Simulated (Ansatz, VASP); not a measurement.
# Cross-check of K47Br29F18 between VASP and Ansatz

Aim: how closely do two programs agree when they are given the same cell, functional and k mesh? The structure shown is frame 16 of Ansatz's trajectory.

Program: Ansatz 0.2.0. Level of theory: plane waves, with VASP 6.6.1 beside it; single point at PBE. Results are calculated unless marked as measured.

## 1. Set-up

The cell holds 94 atoms: 47 K, 18 F and 29 Br. Its edges and angles: a = 15.488 Å, b = 15.488 Å, c = 15.488 Å, α = 90.0°, β = 90.0°, γ = 90.0°.

## 2. Ansatz: dynamics, PBE

Ansatz runs on its default PAW (the set named soft_2) files.

One frame of this run of dynamics is then solved in both programs, so the motion causes no difference.

Input file input.yaml:

```yaml
crystal:
  lattice:
    - [15.4877, 0.0, 0.0]
    - [0.0, 15.4877, 0.0]
    - [0.0, 0.0, 15.4877]
  atoms:
    - { symbol: K, position: [0.42097, 0.42008, 0.45629] }
    - { symbol: K, position: [0.08509, 0.22186, 0.18439] }
    - { symbol: K, position: [0.64545, 0.11197, 0.53004] }
    - { symbol: K, position: [0.95264, 0.84702, 0.04782] }
    - { symbol: K, position: [0.64408, 0.52781, 0.52965] }
    - { symbol: K, position: [0.26135, 0.25228, 0.22557] }
    - { symbol: K, position: [0.87839, 0.03249, 0.37192] }
    - { symbol: K, position: [0.09337, 0.56248, 0.18984] }
    - { symbol: K, position: [0.84213, 0.105, 0.03455] }
    - { symbol: K, position: [0.68178, 0.27479, 0.33738] }
    - { symbol: K, position: [0.67345, 0.43636, 0.772] }
    - { symbol: K, position: [0.23663, 0.79614, 0.88115] }
    - { symbol: K, position: [0.4469, 0.18456, 0.02107] }
    - { symbol: K, position: [0.56778, 0.72844, 0.32884] }
    - { symbol: K, position: [0.48219, 0.14119, 0.72748] }
    - { symbol: K, position: [0.68853, 0.67403, 0.97577] }
    - { symbol: K, position: [0.39815, 0.36882, 0.68768] }
    - { symbol: K, position: [0.84302, 0.54024, 0.78721] }
    - { symbol: K, position: [0.68978, 0.87914, 0.54779] }
    - { symbol: K, position: [0.86323, 0.13586, 0.64654] }
    - { symbol: K, position: [0.16944, 0.7663, 0.54763] }
    - { symbol: K, position: [0.23458, 0.97105, 0.2607] }
    - { symbol: K, position: [0.91414, 0.36048, 0.6253] }
    - { symbol: K, position: [0.38666, 0.06077, 0.44149] }
    - { symbol: K, position: [0.27989, 0.35282, 0.98008] }
    - { symbol: K, position: [0.94268, 0.93191, 0.54193] }
    - { symbol: K, position: [0.1859, 0.42294, 0.41143] }
    - { symbol: K, position: [0.41085, 0.61158, 0.6557] }
    - { symbol: K, position: [0.07459, 0.56684, 0.8838] }
    - { symbol: K, position: [0.82132, 0.67642, 0.18917] }
[... 58 atom lines left out ...]
    - { symbol: Br, position: [0.30311, 0.15928, 0.70577] }
    - { symbol: Br, position: [0.86079, 0.26049, 0.16879] }
    - { symbol: Br, position: [0.97642, 0.01195, 0.19758] }
    - { symbol: Br, position: [0.76921, 0.79241, 0.38646] }
    - { symbol: Br, position: [0.2226, 0.68281, 0.05662] }
    - { symbol: Br, position: [0.36108, 0.95291, 0.98202] }
kpoints:
  mp_grid: { grid: [1, 1, 1] }
hamiltonian:
  xc: pbe
scf:
  occupations: { method: fixed }
output:
  forces: true
  stress: true
md:
  timestep: 1.0
  n_steps: 48
  ensemble: nvt_nose_hoover
  temperature: 300
  initial_velocities: maxwell_boltzmann
  seed: 7528
```

Command:

```bash
$ ansatz run input.yaml --threads 4 --pin off --max-ram 8192MiB --backend cpu --events-out ev --progress --plain --runs-dir out
```

Numbers of over 12 decimals in the logs are rounded to 6 here.

The program printed:

```text
Warning: md: disabling space-group detection — thermal motion breaks the input geometry's symmetry, so no spatial operation reduces the k-mesh or symmetrises the density; time reversal is kept, so that k and −k are solved as one point where they differ and the mesh holds both, and exact exchange and, on two spinor components, a DFT+U term hold to it where the run has them: on two components no moment then forms, and  [...]
Warning: output.stress: scf.convergence.dr2_threshold = 9.4e-8 eV (the default of an md: trajectory) is looser than the 9.4e-9 eV advised for a printed stress (1e-10 eV for each atom of the cell: 94). What an SCF threshold leaves in a stress goes as its square root, and in the free energy as the threshold itself, and one threshold admits the most on a small cell: [figures from the program's tests cut] Set scf.converg [...]
Engine: ansatz 0.2.0, x86_64-unknown-linux-gnu
Pseudopotentials: kind: paw
Pseudopotential: K, paw, valence charge 9, recommended cutoff 420 eV (normal), K.paw.azcp
Pseudopotential: F, paw, valence charge 7, recommended cutoff 420 eV (normal), F.paw.azcp
Pseudopotential: Br, paw, valence charge 7, recommended cutoff 420 eV (normal), Br.paw.azcp
Functional definition: PBE
  parameter kappa = 0.804
  parameter beta = 0.066725
  exchange = pbe_x(kappa = kappa, mu = beta*pi^2/3)
  correlation = pbe_c(beta = beta)
Crystal: 94 atoms, lattice volume = 3715.017 Å³
Basis set: ecut = 420 eV, 72599 PW (Γ), exchange–correlation on 216×216×216 points (8 copies of the dense FFT grid, shifted against one another)
Bands: 470, of which v1, the nominal top of the filled ones, is band 376 counted from 1 (375 counted from 0)
Symmetry: 1 space group operations
k-points: 1
Non-local potential: K, projectors of the file, l = 0: 3, l = 1: 2, l = 2: 2
Non-local potential: F, projectors of the file, l = 0: 2, l = 1: 2, l = 2: 1
Non-local potential: Br, projectors of the file, l = 0: 2, l = 1: 2, l = 2: 2
PAW form: soft (Blöchl's): semilocal exchange-correlation on the pseudo side does not see the compensation charge
PAW one-centre angular grid: K, 110 points (default); XC on 64 Gauss nodes
PAW one-centre angular grid: F, 110 points (default); XC on 64 Gauss nodes
PAW one-centre angular grid: Br, 110 points (default); XC on 64 Gauss nodes
Initial density: superposition of atomic densities (neutral atoms: chi_scale 0, normalization atom), corrected by the library's trained network
Initial wavefunctions: pseudopotential atomic-orbital guess
Functional: x = pbe(κ = 0.804, μ = 0.219515), c = pbe(β = 0.066725)
SCF iter   1: F=—  HF=-167668.700673 eV  |F-HF|=—  |Δ(HF+E_count)|=         —  Δρ=8.41e-4  dr2=9.72e-2  ethr=1.77e-3  ⟨swp⟩=5.0  Hψ=1360  notcnv=0  defer=88
preconditioner: auto → Resta (q_TF=auto, 2.091 Å⁻¹)  ε∞=2.3  [insulator: Δε(μ)=2.904 eV  Ē_g=13.302 eV  n_scr=586 (ndim 8)  ℏωp=15.2 eV  f_vac=0.255  ε∞_Penn≈2.3]
SCF iter   2: F=—  HF=-167668.686611 eV  |F-HF|=—  |Δ(HF+E_count)|=   1.41e-2  Δρ=4.47e-4  dr2=2.21e-2  ethr=1.29e-5  ⟨swp⟩=4.0  Hψ=823  notcnv=0  defer=92
SCF iter   3: F=—  HF=-167668.684074 eV  |F-HF|=—  |Δ(HF+E_count)|=   2.54e-3  Δρ=4.05e-4  dr2=6.61e-3  ethr=2.94e-6  ⟨swp⟩=3.0  Hψ=714  notcnv=0  defer=92
SCF iter   4: F=—  HF=-167668.683004 eV  |F-HF|=—  |Δ(HF+E_count)|=   1.07e-3  Δρ=1.80e-4  dr2=1.25e-3  ethr=8.78e-7  ⟨swp⟩=2.0  Hψ=713  notcnv=0  defer=92
SCF iter   5: F=—  HF=-167668.682877 eV  |F-HF|=—  |Δ(HF+E_count)|=   1.27e-4  Δρ=3.50e-5  dr2=7.90e-5  ethr=1.66e-7  ⟨swp⟩=2.0  Hψ=713  notcnv=0  defer=92
SCF iter   6: F=—  HF=-167668.687208 eV  |F-HF|=—  |Δ(HF+E_count)|=   4.33e-3  Δρ=1.40e-5  dr2=8.56e-6  ethr=1.05e-8  ⟨swp⟩=2.0  Hψ=802  notcnv=0  defer=92
SCF iter   7: F=—  HF=-167668.687215 eV  |F-HF|=—  |Δ(HF+E_count)|=   6.71e-6  Δρ=1.42e-5  dr2=4.89e-6  ethr=1.14e-9  ⟨swp⟩=2.0  Hψ=711  notcnv=0  defer=92
SCF iter   8: F=—  HF=-167668.687214 eV  |F-HF|=—  |Δ(HF+E_count)|=   8.69e-7  Δρ=2.23e-6  dr2=1.99e-7  ethr=6.50e-10  ⟨swp⟩=2.0  Hψ=705  notcnv=0  defer=92
[...]
md step    42: t =    42.00 fs  T =   479.6 K  F+E_penalty+E_count = -167671.03359602 eV  E_kin = 5.765138 eV  conserved = -167665.08123604 eV  P_inst = -0.1366 GPa  (3 SCF iters)
md step    43: t =    43.00 fs  T =   481.4 K  F+E_penalty+E_count = -167671.07155314 eV  E_kin = 5.787531 eV  conserved = -167665.08122906 eV  P_inst = -0.1291 GPa  (2 SCF iters)
md step    44: t =    44.00 fs  T =   483.1 K  F+E_penalty+E_count = -167671.10795782 eV  E_kin = 5.807615 eV  conserved = -167665.08121984 eV  P_inst = -0.1218 GPa  (3 SCF iters)
md step    45: t =    45.00 fs  T =   484.6 K  F+E_penalty+E_count = -167671.14296568 eV  E_kin = 5.825547 eV  conserved = -167665.08120901 eV  P_inst = -0.1146 GPa  (2 SCF iters)
md step    46: t =    46.00 fs  T =   485.9 K  F+E_penalty+E_count = -167671.17675274 eV  E_kin = 5.841506 eV  conserved = -167665.08119802 eV  P_inst = -0.1075 GPa  (2 SCF iters)
md step    47: t =    47.00 fs  T =   487.1 K  F+E_penalty+E_count = -167671.20951344 eV  E_kin = 5.855695 eV  conserved = -167665.08118754 eV  P_inst = -0.1006 GPa  (3 SCF iters)
[...]
md step    48: t =    48.00 fs  T =   488.2 K  F+E_penalty+E_count = -167671.24145842 eV  E_kin = 5.868335 eV  conserved = -167665.08117617 eV  P_inst = -0.0939 GPa  (8 SCF iters)
SCF converged after 8 iterations
Free energy (F): -167671.241458 eV
Harris-Foulkes:  -167671.241458 eV  (|F-HF|=1.16e-9)
Internal energy: -167671.241458 eV  (E = F + TS)
E sigma→0 (E₀):  -167671.241458 eV
Fermi energy:    0.144248 eV
--- Per-component energies (eV) ---
  E_band       = -7650.110240
  E_kinetic    = 19538.533281
  E_local      = -62053.295179  (includes V_loc(G=0)·N_el)
  E_nonlocal   = 3945.683801
  E_hartree    = 23211.350212
  E_xc         = -15491.399012
  E_vxc        = -12632.157530  (∫ρ·V_xc dr)
  E_paw        = -105499.569260  (= ΣΔE_a)
  E_vpaw       = -2871.611105  (= ΣTr[D̂ρ^β])
  E_aug_tail   = 0.036840  (compensation charges beyond the density's cutoff)
  E_ewald      = -31322.582142
  E_smearing   = -0.000000  (= −TS)
  E_closure    = 0.000000  (closes the sum)
  Σ components = -167671.241458   (vs F -167671.241458, Δ=0.00e0)
--- Forces (eV/Å), atoms counted from 1 ---
  atom   1  K      0.29021264     0.25682808     0.04131062
  atom   2  K     -0.44414670     0.00481335    -0.20414641
  atom   3  K      0.47558751    -0.19148654    -0.12105693
  atom   4  K      0.16606088     0.11005806    -0.40392794
  atom   5  K      0.02117153    -0.33929268     0.14043566
  atom   6  K      0.01252388     0.54553141     0.07523197
  atom   7  K     -0.40148571     0.14099791    -0.11382079
  atom   8  K      0.04258992     0.08359697    -0.30890710
  atom   9  K     -0.06669416    -0.32802162     0.03793251
  atom  10  K      0.06489548    -0.02973643     0.04893353
  atom  11  K     -0.22674751    -0.05874148    -0.18944772
  atom  12  K     -0.32680781    -0.06932237    -0.07003823
  atom  13  K     -0.09944267     0.07054808     0.10843964
  atom  14  K      0.04698901     0.19677745    -0.14081404
  atom  15  K      0.02629572     0.61073180     0.22318343
  atom  16  K      0.01131580    -0.43728954     0.26117355
  atom  17  K     -0.03129687    -0.23144468    -0.12149233
  atom  18  K      0.60139313     0.14563195     0.41855611
  atom  19  K     -0.11871779    -0.00486235     0.16085472
  atom  20  K      0.16340848    -0.21964345    -0.01742661
  atom  21  K     -0.12290146    -0.03382164    -0.05656175
  atom  22  K     -0.34249509    -0.28323741    -0.01294349
  atom  23  K      0.12774488    -0.05829496    -0.10924406
  atom  24  K      0.23195624    -0.12732108     0.32216596
[...]
atom  87  Br    -0.14451390    -0.20323038    -0.18082983
  atom  88  Br    -0.42232547    -0.01152768    -0.29314073
  atom  89  Br    -0.02763400     0.08220421     0.09224434
  atom  90  Br    -0.12296597     0.02827748     0.04582361
  atom  91  Br     0.22884429    -0.26470219    -0.14602171
  atom  92  Br     0.33587528    -0.52134219    -0.57137085
  atom  93  Br    -0.24625817    -0.28349240     0.21008115
  atom  94  Br    -0.64276392     0.21012752    -0.04008751
  max |Σ_I F_I| component: 9.79e-6 eV/Å
--- Stress (GPa, compression-positive) ---
       -0.407312      -0.015617       0.123705
       -0.015617       0.079051      -0.055968
        0.123705      -0.055968      -0.465118
  P = ⅓ Tr σ = -0.2645 GPa (-2.645 kbar)
--- MD trajectory: 48 steps, t = 0.0 → 48.0 fs ---
  final state: T = 488.2 K   F+E_penalty+E_count = -167671.24145842 eV   E_kin = 5.868335 eV
  conserved energy: peak-to-peak 3.870e-4 eV (4.118e-6 eV/atom) over 48.0 fs
```

Reading the cycles: dr2 is the Hartree energy of the density residual (eV), the measure of convergence; HF is the Harris–Foulkes estimate of the energy, which meets the free energy F at convergence.

## 3. VASP: single point, PBE

The same cell, functional and mesh now go to VASP, with its own data sets.

Lines of VASP's logs that name or quote its potential files are left out, and so is its time.

Input file INCAR:

```
SYSTEM = K47Br29F18
PREC = Accurate
ENCUT = 520
EDIFF = 1E-06
NELM = 120
ISMEAR = 0
SIGMA = 0.01
LREAL = Auto
ALGO = Normal
GGA = PE
NBANDS = 448
LORBIT = 11
LWAVE = .FALSE.
LCHARG = .FALSE.
ISIF = 2
LASPH = .TRUE.
GGA_COMPAT = .FALSE.
EFERMI = MIDGAP
NCORE = 2
```

Input file POSCAR:

```
K47Br29F18
1.0
   15.4877000000      0.0000000000      0.0000000000
    0.0000000000     15.4877000000      0.0000000000
    0.0000000000      0.0000000000     15.4877000000
K F Br
47 18 29
Direct
    0.4245110636      0.4197589055      0.4568722276
    0.0851901832      0.2178696643      0.1868256746
    0.6429037236      0.1089703442      0.5304596551
    0.9570820716      0.8415516829      0.0513439697
    0.6436527050      0.5302272126      0.5272893974
    0.2679416569      0.2477901819      0.2248558534
    0.8795431213      0.0344337765      0.3732962286
    0.0903039186      0.5633502715      0.1873293000
    0.8410674277      0.1065748949      0.0350665367
    0.6815214654      0.2782530653      0.3352079392
    0.6730502270      0.4330533262      0.7709020707
    0.2377047593      0.7967548442      0.8833073988
    0.4522169205      0.1857473995      0.0227018860
    0.5665592696      0.7282424117      0.3312628731
    0.4862374659      0.1385357413      0.7274224062
    0.6854536180      0.6705837536      0.9806427036
    0.3958948068      0.3701776248      0.6892824629
    0.8399116718      0.5397508991      0.7858235890
    0.6900960117      0.8769216862      0.5458525152
    0.8634658471      0.1338868909      0.6509229905
    0.1702060345      0.7698496226      0.5446063651
    0.2339663087      0.9729914707      0.2672507861
    0.9093861580      0.3589429031      0.6268974735
    0.3853122155      0.0626497156      0.4372114646
    0.2761481692      0.3524538828      0.9814045985
    0.9434906410      0.9330049007      0.5395959374
    0.1837587247      0.4282495141      0.4101900218
    0.4145806027      0.6141454186      0.6573539002
    0.0744461734      0.5653970570      0.8831524371
    0.8213550108      0.6760138691      0.1872130788
[... 58 atom lines left out ...]
    0.3024077171      0.1571375995      0.7032806679
    0.8603343298      0.2609167275      0.1683335808
    0.9745152605      0.0121838620      0.1970273185
    0.7705404934      0.7958186174      0.3876689244
    0.2224152069      0.6828257262      0.0547983238
    0.3626038728      0.9496439110      0.9788219038
```

Input file KPOINTS:

```
Automatic mesh
0
Gamma
1 1 1
0 0 0
```

Potentials, in the order of the species: K_sv, F and Br (PBE family, release 64).

Command:

```bash
$ mpirun -np 8 vasp_gam
```

The program printed:

```text
[banner, memory and clock lines left out]
running    8 mpi-ranks, on    1 nodes
[...]
LDA part: xc-table for (Slater+PW92), standard interpolation
 POSCAR, INCAR and KPOINTS ok, starting setup
[...]
entering main loop
       N       E                     dE             d eps       ncg     rms          rms(c)
DAV:   1     0.830922895310E+04    0.83092E+04   -0.37808E+05   912   0.153E+03
DAV:   2     0.602804122353E+03   -0.77064E+04   -0.75106E+04  1152   0.428E+02
DAV:   3    -0.314860773551E+03   -0.91766E+03   -0.91461E+03  1112   0.132E+02
DAV:   4    -0.349826710207E+03   -0.34966E+02   -0.34865E+02  1048   0.285E+01
[...]
DAV:  20    -0.310333827030E+03   -0.73040E-06   -0.29555E-05  1072   0.104E-02    0.722E-03
DAV:  21    -0.310333827926E+03   -0.89581E-06   -0.11914E-05  1120   0.599E-03    0.482E-03
DAV:  22    -0.310333828142E+03   -0.21623E-06   -0.26024E-06   744   0.357E-03
   1 F= -.31033383E+03 E0= -.31033383E+03  d E =0.000000E+00
```

OUTCAR, selected parts (step 3):

```text
  FREE ENERGIE OF THE ION-ELECTRON SYSTEM (eV)
  ---------------------------------------------------
  free  energy   TOTEN  =      -310.3338281425 eV

  energy  without entropy=     -310.3338281425  energy(sigma->0) =     -310.33382814
```

The run ends at a pressure of -0.42 GPa, with forces up to 1.2 eV/Å.

## 4. Comparison

Known differences besides the potentials themselves: fixed occupations in Ansatz, narrow Gaussian smearing in VASP; the cutoff is 420 eV in Ansatz and 520 eV in VASP (PREC = Accurate, projectors in real space). Total energies have different zeros and are not compared.

Forces on 10 of the 94 atoms, those with the largest forces and the largest differences (eV/Å; atoms numbered as in POSCAR):

| atom | Ansatz x, y, z | VASP x, y, z |
| --- | --- | --- |
| K2 | -0.906, -0.028, -0.148 | -0.920, -0.038, -0.164 |
| K5 | -0.038, -0.369, 0.268 | -0.023, -0.368, 0.287 |
| K6 | 0.787, -0.138, 0.651 | 0.797, -0.126, 0.646 |
| K15 | 0.889, 0.320, 0.153 | 0.901, 0.319, 0.155 |
| K16 | -0.150, -1.177, -0.013 | -0.152, -1.194, -0.020 |
| K18 | 0.513, -0.055, 0.195 | 0.527, -0.036, 0.212 |
| F59 | 0.171, -0.050, -0.290 | 0.175, -0.053, -0.327 |
| Br70 | 0.030, 0.410, -0.821 | 0.031, 0.413, -0.828 |
| Br81 | 0.668, 0.412, 0.112 | 0.677, 0.426, 0.122 |
| Br89 | -0.760, -0.014, 0.052 | -0.773, -0.009, 0.050 |

The forces differ by 8.0 meV/Å r.m.s., which is 2.8 % of the r.m.s. force of 0.286 eV/Å (both taken over all components).

## 5. Results

```
r.m.s. force difference (single point, PBE) : 2.8 % of the r.m.s. force
```

**Reading.** The r.m.s. force difference is 2.8 % of the r.m.s. force (single point, PBE), within the 3 % picked in this series as the mark of a large difference. 2 further runs of this series are not shown here. Such differences can come from data sets, numerical settings and the points named under the comparisons, not from the functional's error against experiment.

[Lines on the potential files, build, host, timing and source positions are cut from VASP's logs without a mark.]

[Logs are printed without paths, hosts, clocks, repeated set-up lines and the standing remarks that a program may print on its own settings, such as how far it seeks lower states.]

[Hosts, paths, dates, database ids (printed as entryN), source tags and the programs' standing remarks are cut or masked in the printed files.]
